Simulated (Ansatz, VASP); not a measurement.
# Cross-check of Ge between VASP and Ansatz, part 2 of 3

One calculation is typed for both programs; each brings its own data sets. How far apart do they land? Of the first pair: The structure shown is frame 50 of Ansatz's trajectory.

VASP 6.6.1 and Ansatz 0.2.0.

So far: The starting structure; Ansatz: dynamics, PBEsol.

## 3. VASP: single point, PBEsol, pair 1

Level of this step: PBEsol; plane waves and PAW (Ge_d) (VASP).

The same cell, functional, mesh and smearing now go to VASP, with its own data sets.

Lines of VASP's logs that name or quote its potential files are left out, and so is its time.

The input, INCAR:

```
SYSTEM = Ge
PREC = Accurate
ENCUT = 410
EDIFF = 1E-06
NELM = 120
ISMEAR = -1
SIGMA = 0.1
LREAL = .FALSE.
ALGO = Normal
GGA = PS
NBANDS = 244
LORBIT = 11
LWAVE = .FALSE.
LCHARG = .FALSE.
ISIF = 2
LASPH = .TRUE.
GGA_COMPAT = .FALSE.
EFERMI = MIDGAP
```

The input, POSCAR:

```
Ge
1.0
    8.9779155195      0.0000000000      0.0000000000
    0.0000000000      8.9779155195      0.0000000000
    0.0000000000      0.0000000000      8.9779155195
Ge
30
Direct
    0.2239132230      0.3131806034      0.7666248346
    0.0266304578      0.5260322387      0.7749059328
    0.1422030534      0.0733358427      0.2570264774
    0.5818181279      0.5093682370      0.0368517613
    0.5214375196      0.5953667072      0.3753015934
    0.6601924452      0.9798007100      0.7510127474
    0.6375897598      0.2525351230      0.3620818210
    0.4101821845      0.8437134414      0.4825878558
    0.6360362812      0.1967435532      0.0707800155
    0.1781596181      0.8142073719      0.6897900728
    0.7700128148      0.6825934134      0.4318580401
    0.5096413516      0.5246956256      0.7398991431
    0.7888850129      0.6560090688      0.7291301623
    0.3978527078      0.4130420911      0.2049863352
    0.4422233637      0.8032433569      0.8376725069
    0.1268345639      0.0918666475      0.5461546157
    0.0137511875      0.4690407245      0.5286532258
    0.4318083626      0.0437652236      0.2194947141
    0.9685869176      0.3687423871      0.0056279211
    0.6422377207      0.2391955009      0.7829916627
    0.8658211344      0.0581942433      0.2119158947
    0.5580196193      0.7890757030      0.1626086809
    0.9466450182      0.9427007841      0.7413255321
    0.9125025717      0.2458970565      0.6918184947
    0.4669665237      0.2974947797      0.5798464007
    0.3644177753      0.0539582934      0.7646779461
    0.6933485826      0.9702636409      0.4319609593
    0.1395292123      0.0218953364      0.9742280356
    0.8332363992      0.4400172837      0.2461235011
    0.1196974952      0.3635305983      0.2397442920
```

The input, KPOINTS:

```
Automatic mesh
0
Gamma
1 1 1
0 0 0
```

PAW data sets: Ge_d (PBE family, release 64).

Launch:

```console
$ mpirun -np 4 vasp_gam
```

Numbers of over 12 decimals in the logs are rounded to 6 here.

The program printed:

```text
[banner, memory and clock lines left out]
running    4 mpi-ranks, on    1 nodes
 distrk:  each k-point on    4 cores,    1 groups
 distr:  one band on    1 cores,    4 groups

 POSCAR found type information on POSCAR Ge
 POSCAR found :  1 types and      30 ions
|                                                                             |
|               ----> ADVICE to this user running VASP <----                  |
|                                                                             |
|     You have a (more or less) 'large supercell' and for larger cells it     |
|     might be more efficient to use real-space projection operators.         |
|     Therefore, try LREAL= Auto in the INCAR file.                           |
|     Mind: For very accurate calculation, you might also keep the            |
|     reciprocal projection scheme (i.e. LREAL=.FALSE.).                      |
|                                                                             |

|                                                                             |
|               ----> ADVICE to this user running VASP <----                  |
|                                                                             |
|     You enforced a specific xc type in the INCAR file but a different       |
|     [... a line on the potential file left out ...]
|     I HOPE YOU KNOW WHAT YOU ARE DOING!                                     |
|                                                                             |

 LDA part: xc-table for (Slater+PW92), standard interpolation
 POSCAR, INCAR and KPOINTS ok, starting setup
 FFT: planning ... GRIDC
 FFT: planning ... GRID_SOFT
 FFT: planning ... GRID
 WAVECAR not read
 entering main loop
       N       E                     dE             d eps       ncg     rms          rms(c)
DAV:   1     0.758251422271E+04    0.75825E+04   -0.15813E+05   520   0.479E+03
DAV:   2     0.172898747432E+04   -0.58535E+04   -0.56406E+04   488   0.112E+03
DAV:   3     0.166829810060E+03   -0.15622E+04   -0.14972E+04   512   0.300E+02
DAV:   4    -0.116038958272E+03   -0.28287E+03   -0.26094E+03   548   0.125E+02
DAV:   5    -0.141960308259E+03   -0.25921E+02   -0.25131E+02   544   0.377E+01    0.104E+01
DAV:   6    -0.140602209328E+03    0.13581E+01   -0.10424E+01   568   0.250E+01    0.487E+00
DAV:   7    -0.140254304337E+03    0.34790E+00   -0.36794E+00   584   0.991E+00    0.143E+00
DAV:   8    -0.140277140451E+03   -0.22836E-01   -0.76052E-01   560   0.812E+00    0.944E-01
DAV:   9    -0.140276023288E+03    0.11172E-02   -0.15767E-01   584   0.419E+00    0.442E-01
DAV:  10    -0.140281986417E+03   -0.59631E-02   -0.63907E-02   536   0.286E+00    0.151E-01
DAV:  11    -0.140285553181E+03   -0.35668E-02   -0.22152E-02   520   0.147E+00    0.877E-02
DAV:  12    -0.140287292594E+03   -0.17394E-02   -0.76339E-03   544   0.916E-01    0.470E-02
DAV:  13    -0.140288074112E+03   -0.78152E-03   -0.32654E-03   528   0.464E-01    0.242E-02
DAV:  14    -0.140288290533E+03   -0.21642E-03   -0.11699E-03   544   0.310E-01    0.162E-02
DAV:  15    -0.140288369800E+03   -0.79267E-04   -0.40318E-04   536   0.182E-01    0.751E-03
DAV:  16    -0.140288399789E+03   -0.29989E-04   -0.21633E-04   680   0.820E-02    0.508E-03
DAV:  17    -0.140288403602E+03   -0.38134E-05   -0.26243E-05   480   0.471E-02    0.250E-03
DAV:  18    -0.140288405444E+03   -0.18417E-05   -0.12606E-05   576   0.240E-02    0.122E-03
DAV:  19    -0.140288405854E+03   -0.41023E-06   -0.19801E-06   352   0.111E-02
   1 F= -.14028841E+03 E0= -.14015206E+03  d E =-.272682E+00
```

From OUTCAR (step 3):

```text
ion  position               nearest neighbor table
   1  0.224  0.313  0.767-   2 2.61  26 2.65  25 2.76
   2  0.027  0.526  0.775-  17 2.27  13 2.47  19 2.56   1 2.61  24 2.82
   3  0.142  0.073  0.257-  21 2.52  28 2.58  16 2.60  30 2.62  18 2.64
   4  0.582  0.509  0.037-  14 2.40  12 2.75  22 2.76   9 2.86
   5  0.521  0.595  0.375-  11 2.42  14 2.50  22 2.60   8 2.63
   6  0.660  0.980  0.751-  20 2.35  23 2.59  15 2.64  26 2.74  27 2.88
   7  0.638  0.253  0.362-  25 2.52  29 2.65  27 2.66   9 2.66
   8  0.410  0.844  0.483-   5 2.63  10 2.81  27 2.82
   9  0.636  0.197  0.071-  20 2.61  18 2.65   7 2.66  21 2.72   4 2.86
  10  0.178  0.814  0.690-  23 2.42  15 2.72   8 2.81  26 2.81  16 2.84
  11  0.770  0.683  0.432-   5 2.42  27 2.67  13 2.68  29 2.80
  12  0.510  0.525  0.740-  25 2.52  15 2.72   4 2.75  13 2.77  20 2.85
  13  0.789  0.656  0.729-   2 2.47  11 2.68  12 2.77
  14  0.398  0.413  0.205-   4 2.40   5 2.50  30 2.56
  15  0.442  0.803  0.838-  26 2.45   6 2.64  12 2.72  10 2.72
  16  0.127  0.092  0.546-   3 2.60  24 2.71  23 2.74  10 2.84  26 2.92
  17  0.014  0.469  0.529-   2 2.27  24 2.64  30 2.92
  18  0.432  0.044  0.219-  22 2.60   3 2.64   9 2.65
  19  0.969  0.369  0.006-  30 2.50  29 2.56   2 2.56
  20  0.642  0.239  0.783-   6 2.35  25 2.47  24 2.56   9 2.61  12 2.85
  21  0.866  0.058  0.212-   3 2.52  27 2.63   9 2.72
  22  0.558  0.789  0.163-  18 2.60   5 2.60   4 2.76
  23  0.947  0.943  0.741-  10 2.42   6 2.59  16 2.74  24 2.78  28 2.81
  24  0.913  0.246  0.692-  20 2.56  17 2.64  16 2.71  23 2.78   2 2.82
  25  0.467  0.297  0.580-  20 2.47   7 2.52  12 2.52   1 2.76  26 2.90
  26  0.364  0.054  0.765-  15 2.45   1 2.65   6 2.74  28 2.77  10 2.81  25 2.90  16 2.92
  27  0.693  0.970  0.432-  21 2.63   7 2.66  11 2.67   8 2.82   6 2.88
  28  0.140  0.022  0.974-   3 2.58  26 2.77  23 2.81
  29  0.833  0.440  0.246-  19 2.56   7 2.65  30 2.66  11 2.80
  30  0.120  0.364  0.240-  19 2.50  14 2.56   3 2.62  29 2.66  17 2.92

  LATTYP: Found a simple cubic cell.
 ALAT       =     8.9779155195

 Subroutine GETGRP returns: Found  1 space group operations
 (whereof  1 operations were pure point group operations)

The static configuration has the point symmetry C_1 .

 Found      1 irreducible k-points:

   k-points           NKPTS =      1   k-points in BZ     NKDIM =      1   number of bands    NBANDS=    244

   dimension x,y,z NGX =    60 NGY =   60 NGZ =   60
   dimension x,y,z NGXF=   120 NGYF=  120 NGZF=  120

   ENCUT  =  410.0 eV  30.13 Ry    5.49 a.u.  14.82 14.82 14.82*2*pi/ulx,y,z

   NELECT =     420.0000    total number of electrons

 k-points in reciprocal lattice and weights: Automatic mesh
   0.00000000  0.00000000  0.00000000       1.000

 average (electrostatic) potential at core
       1 -74.6890       2 -74.7332       3 -74.3338       4 -74.7046       5 -74.5207
       6 -74.6991       7 -74.7051       8 -74.9582       9 -74.8199      10 -74.9457
      11 -74.7215      12 -74.4103      13 -74.3635      14 -74.7696      15 -74.7557
      16 -74.9283      17 -75.0092      18 -74.6112      19 -75.0612      20 -74.5338
      21 -74.7783      22 -74.8957      23 -74.5537      24 -74.4652      25 -74.8483
      26 -74.8728      27 -74.8927      28 -74.9678      29 -74.9117      30 -74.6066

 E-fermi :   3.9411

 k-point     1 :       0.0000    0.0000    0.0000
  band No.  band energies     occupation
    ...
    206       3.0590      1.99970
    207       3.1137      1.99949
    208       3.5262      1.96894
    209       3.5623      1.95573
    210       3.8047      1.59283
    211       4.0718      0.42596
    212       4.3143      0.04676
    213       4.4935      0.00795
    214       4.6218      0.00221
    215       4.7746      0.00048
    ...

  Total       -2.9036456    -10.1574782     -8.1078632     -3.4030843      2.3384958     -1.8732610
  in kB       -6.4287664    -22.4889893    -17.9510746     -7.5345400      5.1775063     -4.1474612
  external PRESSURE =     -15.6229434 kB  Pullay stress =       0.0000000 kB

  energy-cutoff  :      410.00
  volume of cell :      723.65
      direct lattice vectors                 reciprocal lattice vectors
     8.977915519  0.000000000  0.000000000     0.111384430  0.000000000  0.000000000
     0.000000000  8.977915519  0.000000000     0.000000000  0.111384430  0.000000000
     0.000000000  0.000000000  8.977915519     0.000000000  0.000000000  0.111384430

 POSITION                                       TOTAL-FORCE (eV/Angst)
 -----------------------------------------------------------------------------------
      2.01027      2.81171      6.88269         0.087617     -0.617021     -0.526736
      0.23909      4.72267      6.95704         0.390109      0.754589      2.033532
      1.27669      0.65840      2.30756         0.105280      0.443318      0.264911
      5.22351      4.57307      0.33085         0.763017     -0.198177     -0.443355
      4.68142      5.34515      3.36943        -0.456999     -0.235952      0.074558
      5.92715      8.79657      6.74253        -0.407653     -2.426264     -0.961069
      5.72423      2.26724      3.25074         0.008587     -0.019547     -0.237963
      3.68258      7.57479      4.33263         0.859718      0.076987      0.566819
      5.71028      1.76635      0.63546        -0.357086     -0.097610      0.312760
      1.59950      7.30989      6.19288         0.103912      0.302515      0.026152
      6.91311      6.12827      3.87719        -0.047066      0.242544      0.393793
      4.57552      4.71067      6.64275         1.185193      0.389638      0.496247
      7.08254      5.88959      6.54607        -1.330119      0.613631     -0.051606
      3.57189      3.70826      1.84035         0.372071     -0.874831      0.454496
      3.97024      7.21145      7.52055         1.620828     -0.714621     -0.587151
      1.13871      0.82477      4.90333         0.650707      0.051991      1.091976
      0.12346      4.21101      4.74620        -0.580624     -1.346762     -2.334767
      3.87674      0.39292      1.97061         0.725256      0.504293      0.407184
      8.69589      3.31054      0.05053         0.535806     -0.416381     -0.908001
      5.76596      2.14748      7.02963        -0.087282      1.618204      0.146346
      7.77327      0.52246      1.90256        -0.318163      0.221466     -0.706722
      5.00985      7.08426      1.45989         0.062213      0.141206     -0.277624
      8.49890      8.46349      6.65556        -0.232004     -0.017425      0.592760
      8.19237      2.20764      6.21109         0.515735      0.305697      0.436758
      4.19239      2.67088      5.20581        -0.581613      0.102949      0.498933
      3.27171      0.48443      6.86521        -1.139368      0.896219     -0.366048
      6.22483      8.71094      3.87811        -0.868891     -0.121918     -0.305245
      1.25268      0.19657      8.74654        -0.731106      0.626998     -1.144455
      7.48073      3.95044      2.20968        -0.775124     -0.197844      0.711976
      1.07463      3.26375      2.15240        -0.072952     -0.007895      0.341540
 -----------------------------------------------------------------------------------
    total drift:                               -0.000468      0.002934      0.015778

  FREE ENERGIE OF THE ION-ELECTRON SYSTEM (eV)
  ---------------------------------------------------
  free  energy   TOTEN  =      -140.2884058544 eV

  energy  without entropy=     -140.0157239770  energy(sigma->0) =     -140.15206492

 total charge
# of ion       s       p       d       tot
------------------------------------------
    1        1.271   0.908  10.017  12.196
    2        1.211   1.157  10.054  12.423
    3        1.242   1.089  10.024  12.355
    4        1.238   0.970  10.021  12.229
    5        1.199   1.117  10.029  12.345
    6        1.235   1.036  10.035  12.306
    7        1.232   1.017  10.029  12.279
    8        1.269   0.865  10.001  12.136
    9        1.242   0.959  10.022  12.223
   10        1.243   0.968  10.024  12.234
   11        1.242   1.008  10.011  12.260
   12        1.223   0.987  10.013  12.222
   13        1.250   0.966  10.004  12.220
   14        1.226   1.051  10.020  12.297
   15        1.236   0.986  10.018  12.240
   16        1.240   0.920  10.019  12.179
   17        1.251   0.983  10.021  12.255
   18        1.259   0.953  10.012  12.224
   19        1.242   0.956  10.019  12.217
   20        1.208   1.148  10.044  12.401
   21        1.263   0.927  10.005  12.195
   22        1.281   0.895  10.003  12.178
   23        1.235   1.035  10.023  12.293
   24        1.234   1.015  10.019  12.268
   25        1.244   1.003  10.039  12.286
   26        1.226   1.012  10.045  12.283
   27        1.223   0.964  10.016  12.203
   28        1.272   0.860   9.998  12.130
   29        1.253   0.949  10.022  12.224
   30        1.242   1.034  10.017  12.293
--------------------------------------------------
tot         37.232  29.738 300.624 367.595
```

The run ends at a pressure of -1.56 GPa, with forces up to 2.8 eV/Å.

## 4. Comparison

Known differences besides the potentials themselves: the cutoff is 320 eV in Ansatz and 410 eV in VASP; Ansatz makes its cores anew for this functional, VASP keeps those of its PBE data sets; Ansatz's log warns that its cutoff lies below the recommended one. Total energies have different zeros and are not compared.

Forces on 8 of the 30 atoms, those with the largest forces and the largest differences (eV/Å; atoms numbered as in POSCAR):

| atom | Ansatz x, y, z | VASP x, y, z |
| --- | --- | --- |
| Ge2 | 0.397, 0.769, 2.028 | 0.390, 0.755, 2.034 |
| Ge6 | -0.408, -2.423, -0.961 | -0.408, -2.426, -0.961 |
| Ge15 | 1.618, -0.717, -0.579 | 1.621, -0.715, -0.587 |
| Ge16 | 0.659, 0.055, 1.103 | 0.651, 0.052, 1.092 |
| Ge17 | -0.585, -1.338, -2.340 | -0.581, -1.347, -2.335 |
| Ge20 | -0.094, 1.615, 0.145 | -0.087, 1.618, 0.146 |
| Ge26 | -1.139, 0.899, -0.373 | -1.139, 0.896, -0.366 |
| Ge28 | -0.734, 0.624, -1.157 | -0.731, 0.627, -1.144 |

The forces differ by 5.1 meV/Å r.m.s., which is 0.7 % of the r.m.s. force of 0.723 eV/Å (both taken over all components).

## 5. Ansatz: dynamics, PBEsol

One frame of this run of dynamics is then solved in both programs, so the motion causes no difference.

The structure compared here is frame 40 of Ansatz's trajectory.

The input, input.yaml:

```yaml
crystal:
  lattice:
    - [8.9779155195, 0.0, 0.0]
    - [0.0, 8.9779155195, 0.0]
    - [0.0, 0.0, 8.9779155195]
  atoms:
    - { symbol: Ge, position: [0.2456213459, 0.4235463683, 0.8460819174] }
    - { symbol: Ge, position: [0.0280802645, 0.6000421237, 0.7555737807] }
    - { symbol: Ge, position: [0.1605015642, 0.0976900643, 0.253102094] }
    - { symbol: Ge, position: [0.6305808237, 0.4941924918, 0.0612561226] }
    - { symbol: Ge, position: [0.529604522, 0.6041272735, 0.3617711961] }
    - { symbol: Ge, position: [0.6511340797, 1.0391807222, 0.6476939971] }
    - { symbol: Ge, position: [0.7178641191, 0.2989408073, 0.3194714383] }
    - { symbol: Ge, position: [0.4909214755, 0.9279646547, 0.4556235049] }
    - { symbol: Ge, position: [0.7717651586, 0.2283559989, 0.0214478937] }
    - { symbol: Ge, position: [0.1978600643, 0.8447453813, 0.7322184227] }
    - { symbol: Ge, position: [0.7606395573, 0.7882273357, 0.5082312088] }
    - { symbol: Ge, position: [0.5461127713, 0.4850913132, 0.7786433257] }
    - { symbol: Ge, position: [0.7740915097, 0.6544840055, 0.8358897608] }
    - { symbol: Ge, position: [0.4631731627, 0.3107974409, 0.2427244463] }
    - { symbol: Ge, position: [0.5254672316, 0.8295838899, 0.7400851445] }
    - { symbol: Ge, position: [0.1232590128, 0.0691263434, 0.5381665288] }
    - { symbol: Ge, position: [-0.0276014003, 0.3894923952, 0.3715904194] }
    - { symbol: Ge, position: [0.4396993612, 1.0288150957, 0.1558111395] }
    - { symbol: Ge, position: [0.0130641631, 0.3483172703, -0.0183388748] }
    - { symbol: Ge, position: [0.7060679596, 0.2871787164, 0.7750828239] }
    - { symbol: Ge, position: [0.86589697, -0.036904698, 0.0479164708] }
    - { symbol: Ge, position: [0.6037449662, 0.8125391297, 0.058858034] }
    - { symbol: Ge, position: [0.8938991419, 0.8978239186, 0.7283533752] }
    - { symbol: Ge, position: [1.0558079786, 0.3150865551, 0.6809646931] }
    - { symbol: Ge, position: [0.4981075092, 0.2847813045, 0.5309200604] }
    - { symbol: Ge, position: [0.3542202581, 0.1543039541, 0.744052361] }
    - { symbol: Ge, position: [0.7108855606, 1.0385166124, 0.2956674133] }
    - { symbol: Ge, position: [1.1256387933, 1.101277555, 0.8594904382] }
    - { symbol: Ge, position: [0.8259987142, 0.6161294237, 0.3238384652] }
    - { symbol: Ge, position: [0.1847727207, 0.3853641018, 0.1845856021] }
kpoints:
  mp_grid: { grid: [1, 1, 1] }
scf:
  occupations: { method: fermi_dirac, width: 0.1 }
  n_extra_bands: 21
hamiltonian:
  xc: pbesol
  pseudopotentials: { kind: paw }
output:
  forces: true
basis:
  ecutwfc: 320
md:
  timestep: 2.5
  n_steps: 120
  ensemble: nvt_langevin
  temperature: 1210
  seed: 0
```

Launch:

```console
$ ansatz run input.yaml --threads 8 --pin off --max-ram 40960MiB --backend cuda --events-out ev --progress --plain --runs-dir out
```

The program printed:

```text
[...]
Crystal: 30 atoms, lattice volume = 723.647 Å³
Basis set: ecut = 320 eV, 9435 PW (Γ), exchange–correlation on 108×108×108 points (8 copies of the dense FFT grid, shifted against one another)
Bands: 231, of which v1, the nominal top of the filled ones, is band 210 counted from 1 (209 counted from 0)
Symmetry: 1 space group operations
k-points: 1
[...]
md step    47: t =   117.50 fs  T =  1232.7 K  F+E_penalty+E_count = -127595.54229505 eV  E_kin = 4.780235 eV  (6 SCF iters)
md step    52: t =   130.00 fs  T =  1266.2 K  F+E_penalty+E_count = -127595.53159187 eV  E_kin = 4.910078 eV  (6 SCF iters)
md step    57: t =   142.50 fs  T =  1178.9 K  F+E_penalty+E_count = -127595.50869651 eV  E_kin = 4.571627 eV  (6 SCF iters)
md step    62: t =   155.00 fs  T =  1115.9 K  F+E_penalty+E_count = -127595.39735872 eV  E_kin = 4.327048 eV  (6 SCF iters)
md step    64: t =   160.00 fs  T =  1075.2 K  F+E_penalty+E_count = -127595.35523905 eV  E_kin = 4.169247 eV  (6 SCF iters)
[...]
```

(Continued in part 3 of 3.)

[Lines on the potential files, build, host, timing and source positions are cut from VASP's logs without a mark.]

[Logs are printed without paths, hosts, clocks, repeated set-up lines and the standing remarks that a program may print on its own settings, such as how far it seeks lower states.]

[Hosts, paths, dates, database ids (printed as entryN), source tags and the programs' standing remarks are cut or masked in the printed files.]
